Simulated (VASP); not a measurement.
# CBr₂ClF: excitations by TDDFT

CBr₂ClF, molecule in box, 5 atoms in the cell. PBE0, TDDFT by the Casida equation; PAW potentials F, C, Cl, Br (PBE set).

Kernel: hybrid exchange, triplet.

## Input

INCAR.step1:
```
SYSTEM = CBr2ClF
PREC = Accurate
ENCUT = 400
ISMEAR = 0
SIGMA = 0.02
EDIFF = 1E-5
LASPH = .TRUE.
LWAVE = .TRUE.
LCHARG = .FALSE.
NBANDS = 56
```

INCAR.step2:
```
SYSTEM = CBr2ClF
PREC = Accurate
ENCUT = 400
ISMEAR = 0
SIGMA = 0.02
EDIFF = 1E-7
LASPH = .TRUE.
LWAVE = .TRUE.
LCHARG = .FALSE.
LOPTICS = .TRUE.
ALGO = Normal
NBANDS = 56
NEDOS = 2000
CSHIFT = 0.1
GGA = PE
LHFCALC = .TRUE.
AEXX = 0.25
ISTART = 1
PRECFOCK = Fast
HFRCUT = -1
```

INCAR.step3:
```
SYSTEM = CBr2ClF
PREC = Accurate
ENCUT = 400
ISMEAR = 0
SIGMA = 0.02
EDIFF = 1E-7
LASPH = .TRUE.
LWAVE = .FALSE.
LCHARG = .FALSE.
ALGO = TDHF
NBANDS = 56
NBANDSO = 12
NBANDSV = 36
IBSE = 2
NBSEEIG = 6
LHARTREE = .TRUE.
LADDER = .TRUE.
LFXC = .TRUE.
ENCUTGW = 150
GGA = PE
LHFCALC = .TRUE.
AEXX = 0.25
ISTART = 1
PRECFOCK = Fast
HFRCUT = -1
ANTIRES = 0
OMEGAMAX = 25
CSHIFT = 0.15
NOMEGA = 1000
LTRIPLET = .TRUE.
```

KPOINTS:
```
k-points
0
Gamma
  1 1 1
```

POSCAR:
```
CBr2ClF
1.0
   12.0000000000      0.0000000000      0.0000000000
    0.0000000000     12.0000000000      0.0000000000
    0.0000000000      0.0000000000     12.0000000000
F C Cl Br
1 1 1 2
Direct
    0.6007833340      0.4421783320      0.5229083340
    0.5053916640      0.4956033320      0.5041666640
    0.4205500040      0.4835533320      0.6224083340
    0.4340083340      0.4281450020      0.3761500040
    0.5392666640      0.6505200020      0.4743666640
```

Commands (each step's output is kept before the next begins):
```
cat potpaw_PBE.64/F/POTCAR potpaw_PBE.64/C/POTCAR potpaw_PBE.64/Cl/POTCAR potpaw_PBE.64/Br/POTCAR > POTCAR
cp INCAR.step1 INCAR
mpirun -np 4 vasp_gam > vasp.out
cp INCAR.step2 INCAR
mpirun -np 4 vasp_gam > vasp.out
cp INCAR.step3 INCAR
mpirun -np 4 vasp_gam > vasp.out
```

## Result

- First excitation (eV): 4.57
- Binding of the first excitation (eV): 1.820

Lowest excitations:

| Energy (eV) |
|---|
| 4.566 |
| 4.872 |
| 5.100 |
| 5.466 |
| 5.920 |
| 6.264 |
| 6.398 |
| 6.670 |

Make-up of the lowest excitation:

| k point | From band | To band | Share |
|---|---|---|---|
| 0.000 0.000 0.000 | 16 | 17 | 0.96 |
| 0.000 0.000 0.000 | 13 | 18 | 0.02 |
| 0.000 0.000 0.000 | 14 | 18 | 0.01 |
| 0.000 0.000 0.000 | 16 | 20 | 0.00 |
| 0.000 0.000 0.000 | 15 | 17 | 0.00 |
| 0.000 0.000 0.000 | 16 | 19 | 0.00 |

The lowest pair of one-particle levels lies at 6.386 eV and the first excitation at 4.566 eV, 1.820 eV lower.

Half of the first excitation's weight sits on 1 of 432 pairs.

Limits: The strengths that the program prints for triplets aren't physical; they are zero without spin-orbit coupling.

VASP 6.6.1 took 236 s on 4 cores (Intel Xeon Platinum 8488C (Sapphire Rapids)), a shared host.
